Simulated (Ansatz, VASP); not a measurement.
# YAu in two plane-wave programs

Wanted: the spread between two codes on one cell, functional and k mesh. The cell is taken from a series of runs on this material, whose earlier steps may have relaxed, scaled, displaced or heated it; both programs get it as it stands.

Main program and level: Ansatz 0.2.0; plane waves, with VASP 6.6.1 beside it; relaxation of cell and atoms at PBEsol and zone-centre phonons at PBEsol.

## (1) Starting point

Symmetry: Pm-3m, No. 221, cubic system. The conventional cell has a = 3.549 Å, b = 3.549 Å, c = 3.549 Å, α = 90.00°, β = 90.00°, γ = 90.00°. Nearest to Y lie 8 Au at 3.07 Å. Nearest to Au lie 8 Y at 3.07 Å. Farther neighbours are not listed.

## (2) VASP: relaxation of cell and atoms, PBEsol

The relaxed volume is the usual yardstick between codes: in a stiff, nearly cubic crystal its relative difference is about their pressure difference at one cell divided by the bulk modulus.

Lines of VASP's logs that name or quote its potential files are left out, and so is its time.

File INCAR:

```
SYSTEM = YAu
PREC = Accurate
ENCUT = 500
EDIFF = 1E-07
NELM = 120
ISMEAR = 1
SIGMA = 0.2
LREAL = .FALSE.
ALGO = Normal
GGA = PS
NBANDS = 17
LASPH = .TRUE.
LORBIT = 11
LWAVE = .FALSE.
LCHARG = .FALSE.
ISIF = 3
IBRION = 2
NSW = 80
EDIFFG = -0.005
GGA_COMPAT = .FALSE.
NELMIN = 4
KPAR = 2
```

File POSCAR:

```
YAu
1.0
    3.5494750000      0.0000000000      0.0000000000
    0.0000000000      3.5494750000      0.0000000000
    0.0000000000      0.0000000000      3.5494750000
Y Au
1 1
Direct
    0.5000001409      0.5000001409      0.5000001409
    0.0000001409      0.0000001409      0.0000001409
```

File KPOINTS:

```
Automatic mesh
0
Gamma
12 12 12
0 0 0
```

The projector-augmented-wave data sets are Y_sv and Au (PBE family, release 64).

The run is started by

```bash
> mpirun -np 2 vasp_std
```

Numbers of over 12 decimals in the logs are rounded to 6 here.

Log:

```text
[banner, memory and clock lines left out]
running    2 mpi-ranks, on    1 nodes
 distrk:  each k-point on    1 cores,    2 groups
 distr:  one band on    1 cores,    1 groups

 POSCAR found type information on POSCAR Y Au
 POSCAR found :  2 types and       2 ions
|                                                                             |
|               ----> ADVICE to this user running VASP <----                  |
|                                                                             |
|     You enforced a specific xc type in the INCAR file but a different       |
|     [... a line on the potential file left out ...]
|     I HOPE YOU KNOW WHAT YOU ARE DOING!                                     |
|                                                                             |

 LDA part: xc-table for (Slater+PW92), standard interpolation
 POSCAR, INCAR and KPOINTS ok, starting setup
 FFT: planning ... GRIDC
 FFT: planning ... GRID_SOFT
 FFT: planning ... GRID
 WAVECAR not read
 entering main loop
       N       E                     dE             d eps       ncg     rms          rms(c)
DAV:   1     0.986885397241E+02    0.98689E+02   -0.11168E+04  2952   0.121E+03
DAV:   2    -0.899675665850E+01   -0.10769E+03   -0.10443E+03  3613   0.266E+02
DAV:   3    -0.132731011751E+02   -0.42763E+01   -0.42285E+01  4143   0.409E+01
DAV:   4    -0.133963924518E+02   -0.12329E+00   -0.12310E+00  3546   0.562E+00
DAV:   5    -0.133990062047E+02   -0.26138E-02   -0.26133E-02  3803   0.675E-01    0.344E+01
DAV:   6    -0.126438393400E+02    0.75517E+00   -0.22667E+00  2902   0.112E+01    0.183E+01
DAV:   7    -0.124974693496E+02    0.14637E+00   -0.46956E-01  3409   0.425E+00    0.752E+00
DAV:   8    -0.124946956513E+02    0.27737E-02   -0.11983E-01  3662   0.248E+00    0.109E+00
DAV:   9    -0.124893924729E+02    0.53032E-02   -0.29584E-02  3087   0.122E+00    0.386E-01
DAV:  10    -0.124892709015E+02    0.12157E-03   -0.12911E-03  3192   0.242E-01    0.648E-02
DAV:  11    -0.124892836254E+02   -0.12724E-04   -0.62427E-05  3446   0.617E-02    0.637E-02
DAV:  12    -0.124892860738E+02   -0.24484E-05   -0.18579E-05  3094   0.329E-02    0.207E-02
DAV:  13    -0.124892854831E+02    0.59071E-06   -0.15359E-06  3146   0.968E-03    0.491E-03
DAV:  14    -0.124892854270E+02    0.56110E-07   -0.64354E-08  1911   0.200E-03
   1 F= -.12489285E+02 E0= -.12491337E+02  d E =-.124893E+02
 curvature:   0.00 expect dE= 0.000E+00 dE for cont linesearch  0.000E+00
 trial: gam= 0.00000 g(F)=  0.000E+00 g(S)=  0.350E-03 ort = 0.000E+00 (trialstep = 0.100E+01)
 search vector abs. value=  0.350E-03
 bond charge predicted
       N       E                     dE             d eps       ncg     rms          rms(c)
DAV:   1    -0.124952286937E+02   -0.59432E-02   -0.10323E-01  3280   0.257E+00    0.648E-01
DAV:   2    -0.124898711941E+02    0.53575E-02   -0.21579E-02  3003   0.116E+00    0.202E-01
DAV:   3    -0.124892284365E+02    0.64276E-03   -0.16757E-03  4457   0.254E-01    0.116E-01
DAV:   4    -0.124892064606E+02    0.21976E-04   -0.64649E-04  4434   0.121E-01    0.870E-02
DAV:   5    -0.124892904388E+02   -0.83978E-04   -0.10609E-04  4491   0.608E-02    0.248E-02
DAV:   6    -0.124892882617E+02    0.21771E-05   -0.18347E-05  4236   0.244E-02    0.132E-02
DAV:   7    -0.124892949079E+02   -0.66462E-05   -0.84540E-06  4721   0.170E-02    0.171E-03
DAV:   8    -0.124892949245E+02   -0.16609E-07   -0.28802E-07  2537   0.289E-03
   2 F= -.12489295E+02 E0= -.12491346E+02  d E =-.949750E-05
 trial-energy change:   -0.000009  1 .order   -0.000004   -0.000350    0.000341
 step:   0.5174(harm=  0.5064)  dis= 0.00000  next Energy=   -12.489377 (dE=-0.913E-04)
 bond charge predicted
       N       E                     dE             d eps       ncg     rms          rms(c)
DAV:   1    -0.124907541447E+02   -0.14592E-02   -0.24010E-02  3303   0.124E+00    0.313E-01
DAV:   2    -0.124895147413E+02    0.12394E-02   -0.49577E-03  3004   0.558E-01    0.990E-02
DAV:   3    -0.124893667864E+02    0.14795E-03   -0.39198E-04  4452   0.120E-01    0.567E-02
DAV:   4    -0.124893607711E+02    0.60153E-05   -0.14863E-04  4436   0.578E-02    0.422E-02
DAV:   5    -0.124893759124E+02   -0.15141E-04   -0.24441E-05  4550   0.285E-02    0.114E-02
DAV:   6    -0.124893756176E+02    0.29482E-06   -0.37933E-06  4242   0.104E-02    0.588E-03
DAV:   7    -0.124893757715E+02   -0.15387E-06   -0.18290E-06  4795   0.793E-03    0.805E-04
DAV:   8    -0.124893757934E+02   -0.21918E-07   -0.69408E-08  1819   0.143E-03
   3 F= -.12489376E+02 E0= -.12491427E+02  d E =-.903665E-04
 curvature:  -0.25 expect dE=-0.653E-08 dE for cont linesearch -0.653E-08
 trial: gam= 0.00000 g(F)=  0.573E-49 g(S)=  0.258E-07 ort =-0.301E-05 (trialstep = 0.903E+00)
 search vector abs. value=  0.259E-07
 reached required accuracy - stopping structural energy minimisation
```

From OUTCAR (step 2):

```text
ion  position               nearest neighbor table
   1  0.500  0.500  0.500-   2 3.07   2 3.07   2 3.07   2 3.07   2 3.07   2 3.07   2 3.07   2 3.07

  LATTYP: Found a simple cubic cell.
 ALAT       =     3.5494750000

 Subroutine GETGRP returns: Found 48 space group operations
 (whereof 48 operations were pure point group operations)

The static configuration has the point symmetry O_h .

 Found     84 irreducible k-points:

   k-points           NKPTS =     84   k-points in BZ     NKDIM =     84   number of bands    NBANDS=     17

   dimension x,y,z NGX =    28 NGY =   28 NGZ =   28
   dimension x,y,z NGXF=    56 NGYF=   56 NGZF=   56

   ENCUT  =  500.0 eV  36.75 Ry    6.06 a.u.   6.47  6.47  6.47*2*pi/ulx,y,z

   NELECT =      22.0000    total number of electrons

 k-points in reciprocal lattice and weights: Automatic mesh
   0.00000000  0.00000000  0.00000000       0.001
   0.08333333  0.00000000  0.00000000       0.003
   0.16666667  0.00000000  0.00000000       0.003
   0.25000000  0.00000000  0.00000000       0.003
   0.33333333  0.00000000  0.00000000       0.003
   0.41666667  0.00000000  0.00000000       0.003
   0.50000000  0.00000000  0.00000000       0.002
   0.08333333  0.08333333  0.00000000       0.007
   0.16666667  0.08333333  0.00000000       0.014
[...]
0.50000000  0.50000000  0.41666667       0.003
   0.50000000  0.50000000  0.50000000       0.001

 average (electrostatic) potential at core
       1 -34.4583       2 -67.7421

 E-fermi :   6.3345

 k-point     1 :       0.0000    0.0000    0.0000
  band No.  band energies     occupation
    ...
      6       0.5675      2.00000
      7       0.5675      2.00000
      8       1.8339      2.00000
      9       1.8339      2.00000
     10       1.8339      2.00000
     11       7.2177     -0.00000
     12       7.2177     -0.00000
     13      10.8593      0.00000
     14      10.8593      0.00000
     15      10.8593      0.00000
    ...

 k-point     2 :       0.0833    0.0000    0.0000
  band No.  band energies     occupation
    ...
      6       0.5948      2.00000
      7       0.6290      2.00000
      8       1.8218      2.00000
      9       1.8218      2.00000
     10       1.8446      2.00000
     11       7.1567     -0.00000
     12       7.2206     -0.00000
     13      10.2488     -0.00000
     14      10.2488     -0.00000
     15      10.8213      0.00000
    ...

 k-point     3 :       0.1667    0.0000    0.0000
  band No.  band energies     occupation
    ...
      6       0.6718      2.00000
      7       0.8042      2.00000
      8       1.7896      2.00000
      9       1.7896      2.00000
     10       1.8741      2.00000
     11       6.9883     -0.00004
     12       7.1045     -0.00000
     13       9.4025     -0.00000
     14       9.4025     -0.00000
     15      10.7184      0.00000
    ...

  Total        0.0005970      0.0005970      0.0005970      0.0000000      0.0000000      0.0000000
  in kB        0.0214463      0.0214463      0.0214463      0.0000000      0.0000000      0.0000000
  external PRESSURE =       0.0214463 kB  Pullay stress =       0.0000000 kB

  energy-cutoff  :      500.00
  volume of cell :       44.60
      direct lattice vectors                 reciprocal lattice vectors
     3.546393122  0.000000000  0.000000000     0.281976635 -0.000000000 -0.000000000
     0.000000000  3.546393122  0.000000000    -0.000000000  0.281976635 -0.000000000
     0.000000000  0.000000000  3.546393122    -0.000000000  0.000000000  0.281976635

 POSITION                                       TOTAL-FORCE (eV/Angst)
 -----------------------------------------------------------------------------------
      1.77320      1.77320      1.77320        -0.000000     -0.000000      0.000000
      0.00000      0.00000      0.00000         0.000000      0.000000      0.000000
 -----------------------------------------------------------------------------------
    total drift:                               -0.000496     -0.000496     -0.000496

  FREE ENERGIE OF THE ION-ELECTRON SYSTEM (eV)
  ---------------------------------------------------
  free  energy   TOTEN  =       -12.4893757934 eV

  energy  without entropy=      -12.4955307639  energy(sigma->0) =      -12.49142745

 reached required accuracy - stopping structural energy minimisation

 total charge
# of ion       s       p       d       f       tot
--------------------------------------------------
    1        2.248   6.357   0.912   0.037   9.554
    2        0.752   0.377   8.611   0.000   9.740
--------------------------------------------------
tot          3.000   6.734   9.524   0.037  19.295

[... 3 further parts left out ...]
```

CONTCAR:

```
YAu
   1.00000000000000
     3.5463931221751501    0.0000000000000000    0.0000000000000000
     0.0000000000000000    3.5463931221751501    0.0000000000000000
     0.0000000000000000    0.0000000000000000    3.5463931221751501
  Y               Au
     1     1
Direct
     0.5000001408999992    0.5000001408999992    0.5000001408999992
     0.0000001408999992    0.0000001408999992    0.0000001408999992
```

## (3) Ansatz: relaxation of cell and atoms, PBEsol

Ansatz runs on its PAW soft_1 files.

The same cell, functional, mesh and smearing now go to Ansatz, which takes its cutoff from its data sets.

File input.yaml:

```yaml
crystal:
  lattice:
    - [3.5494750015, 0.0, 0.0]
    - [0.0, 3.5494750015, 0.0]
    - [0.0, 0.0, 3.5494750015]
  atoms:
    - { symbol: "Y", position: [0.5, 0.5, 0.5] }
    - { symbol: Au, position: [0.0, 0.0, 0.0] }
kpoints:
  mp_grid: { grid: [12, 12, 12] }
hamiltonian:
  xc: pbesol
  pseudopotentials: { kind: paw, azcp: { folder: soft_1 }, xc_functional: pbe }
scf:
  occupations: { method: methfessel_paxton, width: 0.2 }
output:
  forces: true
  stress: true
  eigenvalues: true
relax:
  adjacent_minimum: "off"
  f_tol: 0.001
  max_steps: 60
  cell: { stress_tol: 0.01 }
```

The run is started by

```bash
> ansatz run input.yaml --threads 4 --pin off --max-ram 10240MiB --backend cpu --events-out ev --progress --plain --runs-dir out
```

Log:

```text
Engine: ansatz 0.2.0, x86_64-unknown-linux-gnu
Pseudopotentials: kind: paw
Pseudopotential: Y, paw, valence charge 11, recommended cutoff 420 eV (normal), soft_1/Y.paw.azcp
Pseudopotential: Au, paw, valence charge 19, recommended cutoff 420 eV (normal), soft_1/Au.paw.azcp
Functional definition: PBEsol
  exchange = pbesol_x
  correlation = pbesol_c
Crystal: 2 atoms, lattice volume = 44.719 Å³
Basis set: ecut = 420 eV, 895 PW (Γ), exchange–correlation on 48×48×48 points (8 copies of the dense FFT grid, shifted against one another)
Bands: 19, of which v1, the nominal top of the filled ones, is band 15 counted from 1 (14 counted from 0)
Symmetry: 48 space group operations
Space group: Pm-3m (ITA 221), of the structure as read, at distance tolerance 3.5e-5 Å
k-points: 84 of 1728
Non-local potential: Y, projectors of the file, l = 0: 3, l = 1: 2, l = 2: 2, l = 3: 1
Non-local potential: Au, projectors of the file, l = 0: 3, l = 1: 2, l = 2: 2, l = 3: 1
PAW form: soft (Blöchl's): semilocal exchange-correlation on the pseudo side does not see the compensation charge
PAW frozen core: Y, regenerated for the run's functional, and the local potential with it (the file was generated under x = pbe(κ = 0.804, μ = 0.219515), c = pbe(β = 0.066725))
PAW frozen core: Au, regenerated for the run's functional, and the local potential with it (the file was generated under x = pbe(κ = 0.804, μ = 0.219515), c = pbe(β = 0.066725))
PAW one-centre angular grid: Y, 590 points (default); XC on 64 Gauss nodes
PAW one-centre angular grid: Au, 590 points (default); XC on 64 Gauss nodes
Initial density: superposition of atomic densities (chi_scale 0.1, normalization cell, long waves kept (reshape's long-wave potential 0.00 eV rms))
Initial wavefunctions: pseudopotential atomic-orbital guess
Functional: x = pbesol(κ = 0.804, μ = 0.123457), c = pbesol(β = 0.046)
SCF iter   1: F=—  HF=-16813.407486 eV  |F-HF|=—  |Δ(HF+E_count)|=         —  Δρ=2.69e-1  dr2=6.21e1  ethr=3.10e-3  ⟨swp⟩=4.2  Hψ=6151  notcnv=0
preconditioner: auto → Kerker (q_TF=auto, 2.553 Å⁻¹)  [metal: Δε(μ)=0.024 eV  Ē_g=4.126 eV  σ=0.200 eV  W_gap=0.10  n_scr=18 (ndim 8)  ℏωp=20.8 eV  f_vac=0.000  D(μ)=3.81/eV (n_scr^D=32)]
SCF iter   2: F=—  HF=-16808.851587 eV  |F-HF|=—  |Δ(HF+E_count)|=    4.56e0  S|Δr|=    0.00e0  Δρ=1.49e-1  dr2=2.04e1  ethr=3.10e-3  ⟨swp⟩=2.2  Hψ=3785  notcnv=0
SCF iter   3: F=—  HF=-16806.247735 eV  |F-HF|=—  |Δ(HF+E_count)|=    2.60e0  S|Δr|=    0.00e0  Δρ=4.75e-2  dr2=2.50e0  ethr=3.10e-3  ⟨swp⟩=2.8  Hψ=3198  notcnv=0
SCF iter   4: F=—  HF=-16805.686243 eV  |F-HF|=—  |Δ(HF+E_count)|=   5.61e-1  S|Δr|=    0.00e0  Δρ=8.18e-3  dr2=3.04e-2  ethr=3.10e-3  ⟨swp⟩=2.6  Hψ=2950  notcnv=0
SCF iter   5: F=—  HF=-16805.683854 eV  |F-HF|=—  |Δ(HF+E_count)|=   2.39e-3  S|Δr|=    0.00e0  Δρ=2.80e-3  dr2=8.63e-3  ethr=1.01e-4  ⟨swp⟩=1.4  Hψ=2248  notcnv=0
SCF iter   6: F=—  HF=-16805.681218 eV  |F-HF|=—  |Δ(HF+E_count)|=   2.64e-3  S|Δr|=    0.00e0  Δρ=5.10e-4  dr2=1.20e-4  ethr=2.88e-5  ⟨swp⟩=2.0  Hψ=2353  notcnv=0
SCF iter   7: F=—  HF=-16805.681214 eV  |F-HF|=—  |Δ(HF+E_count)|=   4.86e-6  S|Δr|=    0.00e0  Δρ=1.02e-4  dr2=6.09e-6  ethr=4.01e-7  ⟨swp⟩=2.0  Hψ=2218  notcnv=0
SCF iter   8: F=—  HF=-16805.681203 eV  |F-HF|=—  |Δ(HF+E_count)|=   1.08e-5  S|Δr|=    0.00e0  Δρ=1.48e-5  dr2=1.37e-7  ethr=2.03e-8  ⟨swp⟩=2.0  Hψ=2079  notcnv=0
SCF iter   9: F=-16805.681203 eV  HF=-16805.681203 eV  |F-HF|=1.94e-8  |Δ(HF+E_count)|=   1.24e-8  S|Δr|=    0.00e0  Δρ=4.86e-6  dr2=2.28e-8  ethr=3.33e-10  ⟨swp⟩=5.6  Hψ=6940  notcnv=0
SCF 1 converged in 9 iterations: F = -16805.681203 eV  dr2 = 2.28e-8
  greatest PAW one-centre occupation: 1.000 electrons in one spin orbital (limit 2), on the Au atom at site 1 (counted from 0), in its partial waves of l = 0
relax step   1: F+E_penalty+E_count = -16805.68120278 eV  Δ(F+E_penalty+E_count) = +0.000e0 eV  max|allowed force component| = 2.104e-30 eV/Å  Δτ_max = 0.0000 Å  P = -0.032 GPa  Ω = 44.719 Å³  (9 SCF iters, dr2 threshold 1.00e-7 eV, accepted)
[...]
relax step   2: F+E_penalty+E_count = -16805.68120655 eV  Δ(F+E_penalty+E_count) = -3.765e-6 eV  max|allowed force component| = 1.085e-30 eV/Å  Δτ_max = 0.0000 Å  P = +0.038 GPa  Ω = 44.687 Å³  energy of the carried Pulay correction = +4.320e-6 eV  (5 SCF iters, dr2 threshold 2.58e-9 eV, rejected (line search))
[...]
relax step   3: F+E_penalty+E_count = -16805.68120625 eV  Δ(F+E_penalty+E_count) = -3.464e-6 eV  max|allowed force component| = 3.944e-31 eV/Å  Δτ_max = 0.0000 Å  P = +0.000 GPa  Ω = 44.704 Å³  energy of the carried Pulay correction = +1.991e-6 eV  (7 SCF iters, accepted)
[...]
relax step   4: F+E_penalty+E_count = -16805.68120510 eV  Δ(F+E_penalty+E_count) = +1.148e-6 eV  max|allowed force component| = 5.785e-30 eV/Å  Δτ_max = 0.0000 Å  P = +0.000 GPa  Ω = 44.704 Å³  stress off target by 1.24e-4 GPa  SCF on the basis re-selected at this cell (its energy is not comparable with the rows above)  (4 SCF iters)
basis re-selected at this cell: Δ(F+E_penalty+E_count) = +1.148e-6 eV, ΔP = -0.000 GPa vs the last step (what re-selecting the basis moved, of the pressure what is left beyond the Pulay correction that the steps carried, after the strain that the cell walked since its last selection, with what the two solves' SCF thresholds leave and, on support functions, any second-order correction that the steps lacked; it is no m [...]
SCF converged after 4 iterations
Stability not checked: this state was not tested for a lower state beside it, because cold or Methfessel-Paxton smearing, or corrected tetrahedra, fill the levels in a way that the test cannot read (fill_not_monotonic; see scf.lower_state_search)
Free energy (F): -16805.681205 eV
Harris-Foulkes:  -16805.681205 eV  (|F-HF|=0.00e0)
Internal energy: -16805.687361 eV  (E = F + TS)
E sigma→0 (E₀):  -16805.682744 eV
Entropy (-TS):   0.006156 eV (3.078 meV/atom)
Fermi energy:    15.204296 eV
--- Per-component energies (eV) ---
  E_band       = -385.038625
  E_kinetic    = 894.232964
  E_local      = -2752.086160  (includes V_loc(G=0)·N_el)
  E_nonlocal   = 126.344536
  E_hartree    = 1125.311489
  E_xc         = -392.972965
  E_vxc        = -468.099804  (∫ρ·V_xc dr)
  E_paw        = -12352.632668  (= ΣΔE_a)
  E_vpaw       = -436.054735  (= ΣTr[D̂ρ^β])
  E_aug_tail   = 0.001595  (compensation charges beyond the density's cutoff)
  E_ewald      = -3454.344453
  E_core_change = 0.458300  (= ΣΔE_core)
  E_smearing   = 0.006156  (= −TS)
  E_closure    = -0.000000  (closes the sum)
  Σ components = -16805.681205   (vs F -16805.681205, Δ=0.00e0)
--- Forces (eV/Å), atoms counted from 1 ---
  atom   1  Y     -0.00000000     0.00000000     0.00000000
  atom   2  Au    -0.00000000     0.00000000     0.00000000
  max |Σ_I F_I| component: 1.47e-29 eV/Å
--- Stress (GPa, compression-positive) ---
        0.000124       0.000000      -0.000000
        0.000000       0.000124       0.000000
       -0.000000       0.000000       0.000124
  P = ⅓ Tr σ = 0.0001 GPa (0.001 kbar)
--- Band table (eV; the first three rows and the last of 84) ---
  k-point 0: bands = [... 11 lower, 10.7205, 10.7205, 10.7205, 16.0903, 16.0903, 19.7224, 19.7224, 19.7224]
  k-point 1: bands = [... 11 lower, 10.7085, 10.7085, 10.7313, 16.0293, 16.0929, 19.1120, 19.1120, 19.6847]
  k-point 2: bands = [... 11 lower, 10.6763, 10.6763, 10.7611, 15.8611, 15.9758, 18.2673, 18.2673, 19.5821]
  k-point 83: bands = [... 11 lower, 11.4681, 11.4681, 13.3658, 13.3658, 13.3658, 15.1643, 20.7153, 20.7153]
--- Relaxed structure (3 steps of the walk, 2 accepted, 1 SCFs on fresh bases) ---
  F+E_penalty+E_count = -16805.68120510 eV   max|allowed force component| = 5.785e-30 eV/Å   (the final SCF, on the basis selected at the relaxed cell)
  cell:  # Å, volume = 44.7043 Å³
    - [3.549085, 0.0, 0]
    - [0.0, 3.549085, 0.0]
    - [0, 0.0, 3.549085]
  atoms:
    - { symbol: Y, position: [0.5, 0.5, 0.5] }
    - { symbol: Au, position: [0, 0, 0] }
```

## (4) Side by side

Known differences besides the potentials themselves: the data sets hold 30 valence electrons in Ansatz (on its PAW soft_1 files) and 22 in VASP; the cutoff is 420 eV in Ansatz and 500 eV in VASP; Ansatz makes its cores anew for this functional, VASP keeps those of its PBE data sets; Ansatz adds a Pulay correction to the stress that steers its cell, VASP none. Total energies have different zeros and are not compared.

The two programs side by side:

```
                                         quantity  Ansatz   VASP  difference
                                      volume (Å³)   44.70  44.60     +0.23 %
edge a after relaxation, in the typed setting (Å)   3.549  3.546     +0.08 %
```

[end of part 1 of 2]

[Lines on the potential files, build, host, timing and source positions are cut from VASP's logs without a mark.]

[Logs are printed without paths, hosts, clocks, repeated set-up lines and the standing remarks that a program may print on its own settings, such as how far it seeks lower states.]

[Hosts, paths, dates, database ids (printed as entryN), source tags and the programs' standing remarks are cut or masked in the printed files.]
